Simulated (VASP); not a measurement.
Runs of VASP 6.6.1 on GeH4. The cell holds a molecule in a box, 5 atoms: a = 12.801 Å, b = 13.301 Å, c = 13.801 Å, α = 90.00°, β = 90.00°, γ = 90.00°. 

| task | level | potentials or basis | cell | atoms held fixed (from 0) | grid for exact exchange (PRECFOCK) | screening parameter | gap on the mesh (eV) | largest force (eV/Å) |
| --- | --- | --- | --- | --- | --- | --- | --- | --- |
| relaxation of the atoms | PBE+D3(BJ) | VASP PAW PBE potentials, release 64 (Ge_d, H) | atoms relaxed | [0] | - | - | 7.50 | - |
| single point | PBE+D3 | VASP PAW PBE potentials, release 64 (Ge_d, H) | as given | - | - | - | 7.49 | - |
| single point | LDA | VASP PAW LDA potentials, release 64 (Ge_d, H) | as given | - | - | - | (b) | 0.10 |
| single point | HSE06+D3(BJ) | VASP PAW PBE potentials, release 64 (Ge_d, H) | as given | - | Fast | 0.2 1/A | (a) | 0.18 |
| single point | PBE | VASP PAW PBE potentials, release 64 (Ge_d, H) | as given | - | - | - | 7.49 | - |

Alike in all rows: no spin polarisation; k mesh 1 × 1 × 1; cutoff (eV) 400; smearing gaussian 0.01 eV.

Fill in the values left out.

(a) 8.63; (b) 7.48.

Caveats: the PAW data sets were made with another functional, which shifts forces and pressure a little (some runs).

A k mesh can miss the band edges, and the runs leave out spin-orbit coupling on Ge.
